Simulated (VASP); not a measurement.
Set up this calculation in VASP 6.6.1, as the native input.

| Property | Result |
| --- | --- |
| Task | single point |
| Functional | PBE |
| Potentials or basis | VASP PAW PBE potentials, release 64 (B, O) |
| Cutoff | 520 eV |
| k mesh | 15 × 15 × 6 |
| Occupations | gaussian, width 0.1 eV |
| Spin | no spin polarisation |
| Dipole correction | no |
| Further INCAR settings | ALGO = Fast; EDIFF = 1e-06; NBANDS = 21 |

The structure of B2O lies in POSCAR:

```
B2O
1.0
    2.8790012395      0.0000000000      0.0000000000
   -1.4395006198      2.4932882109      0.0000000000
    0.0000000000      0.0000000000      7.0520000000
B O
4 2
Direct
    0.0000000000      0.0000000000      0.3800000000
    0.0000000000      0.0000000000      0.6200000000
    0.6666666667      0.3333333333      0.0230000000
    0.3333333333      0.6666666667      0.9770000000
    0.6666666667      0.3333333333      0.3060000000
    0.3333333333      0.6666666667      0.6940000000
```

One way to write it, as run:

INCAR

```
SYSTEM = B2O
PREC     = Accurate       ! precision mode
ENCUT    = 520            ! plane-wave cutoff, eV
EDIFF    = 1E-6           ! SCF threshold, eV
ISMEAR   = 0              ! smearing method
SIGMA    = 0.1            ! smearing width, eV
LREAL    = .FALSE.        ! projectors in reciprocal space
LASPH    = .TRUE.         ! aspherical terms in the spheres
NELM     = 100            ! most SCF steps
ALGO     = Fast           ! electronic algorithm
ISIF     = 2              ! what is computed and relaxed
LWAVE    = .FALSE.        ! write WAVECAR
LCHARG   = .FALSE.        ! write CHGCAR
GGA      = PE             ! functional
NBANDS   = 21             ! bands
```

KPOINTS

```
Automatic mesh
0
G
  15 15 6
  0 0 0
```

Potentials or basis: VASP PAW PBE potentials, release 64 (B, O).

The run is started by

```sh
$ cat potpaw_PBE.64/B/POTCAR potpaw_PBE.64/O/POTCAR > POTCAR
$ mpirun -np 1 vasp_std > vasp.out
```

Results of the run:

```yaml
Pressure: -19.1 GPa
Largest_force: 0.146 eV/Å
Band_gap_on_the_k_mesh: none (metal or under the smearing width)
```

Caveat: so large a pressure means that the cell lies far from this level's equilibrium, or that cutoff or potentials fall short.

Wall time 97 s on 1 thread of Intel(R) Xeon(R) Platinum 8488C (Sapphire Rapids), on a shared host, peak memory 0.25 GiB.
